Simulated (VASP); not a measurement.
```
CELL_PARAMETERS angstrom
      1.56950    -2.78583     0.00000
      1.56950     2.78583     0.00000
      0.00000     0.00000     3.42339
ATOMIC_POSITIONS crystal
  Hf 0.00000 0.00000 0.00000
  B  0.33333 0.66667 0.50000
  B  0.67318 0.33985 0.50000
```

Computed with revPBE GGA, VASP's PBE PAW potentials (set 64) (plane waves; VASP 6.6.1). Settings: 520 eV cut-off, 10×10×8 Γ-centred mesh, first-order Methfessel-Paxton smearing of 0.10 eV, potentials Hf_pv B.

Give the force on each atom (eV/Å).

```tsv
atom	Fx	Fy	Fz
Hf1	0.150	0.002	0.000
B2	0.164	0.046	0.000
B3	-0.315	-0.048	0.000
```

Give the stress tensor in GPa (positive for a compressed cell).

```
 4.60   0.06   0.00
 0.06  -8.01   0.00
 0.00   0.00   9.05
```
The pressure is its mean diagonal, 1.88 GPa.

The compound is HfB2 in the AlB2 type structure. The cell was not relaxed at this level, atoms are displaced from their ideal sites. The run is one of a series of settings (GGA = RE against the base run), some of them coarse on purpose.
